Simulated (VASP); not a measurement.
OSZICAR of a VASP run on C (diamond):

OSZICAR:
```
       N       E                     dE             d eps       ncg     rms          rms(c)
DAV:   1    -0.186201853680E+01   -0.18620E+01   -0.52693E+03  1728   0.102E+03
DAV:   2    -0.218276726962E+02   -0.19966E+02   -0.19568E+02  2608   0.116E+02
DAV:   3    -0.219489296235E+02   -0.12126E+00   -0.12126E+00  1824   0.120E+01
DAV:   4    -0.219491000350E+02   -0.17041E-03   -0.17041E-03  2384   0.471E-01
DAV:   5    -0.219491000867E+02   -0.51662E-07   -0.51662E-07  1816   0.560E-03    0.515E+00
DAV:   6    -0.194523848464E+02    0.24967E+01   -0.33442E-01  2056   0.634E+00    0.425E+00
DAV:   7    -0.223362537829E+02   -0.28839E+01   -0.13761E+00  1968   0.889E+00    0.101E+00
DAV:   8    -0.194865150289E+02    0.28497E+01   -0.41423E-01  1848   0.569E+00    0.110E+00
DAV:   9    -0.196449498505E+02   -0.15843E+00   -0.26390E-02  1896   0.213E+00    0.176E-01
DAV:  10    -0.196555571218E+02   -0.10607E-01   -0.74640E-03  2152   0.995E-01    0.168E-01
DAV:  11    -0.196549168692E+02    0.64025E-03   -0.11876E-04  1688   0.123E-01    0.141E-01
DAV:  12    -0.196573373765E+02   -0.24205E-02   -0.54424E-04  1664   0.302E-01    0.223E-02
DAV:  13    -0.196573741607E+02   -0.36784E-04   -0.11443E-05  2360   0.465E-02    0.163E-02
DAV:  14    -0.196573759487E+02   -0.17880E-05   -0.10645E-06  1680   0.121E-02    0.232E-02
DAV:  15    -0.196573753626E+02    0.58606E-06   -0.11131E-06  2040   0.119E-02    0.323E-03
DAV:  16    -0.196573755815E+02   -0.21882E-06   -0.76036E-08  1144   0.311E-03    0.315E-04
DAV:  17    -0.196573757026E+02   -0.12109E-06   -0.66241E-09   832   0.115E-03    0.256E-04
DAV:  18    -0.196573757189E+02   -0.16329E-07   -0.42545E-09   832   0.793E-04
   1 F= -.19657376E+02 E0= -.19657376E+02  d E =0.000000E+00
       N       E                     dE             ncg
```

### Question
Which electronic solver shows in the log?

### Answer
It is blocked Davidson (ALGO = Normal, or the opening steps of other solvers). The INCAR had ALGO = Normal.

### Question
Can the final energy be trusted as converged?

### Answer
The calculation finished and met its thresholds. It stopped with EDIFF = 1E-7, NELM = 100 (r2SCAN meta-GGA, plane waves, VASP's PBE PAW potentials (set 64)).

The compound is C in the diamond structure. It was relaxed first.
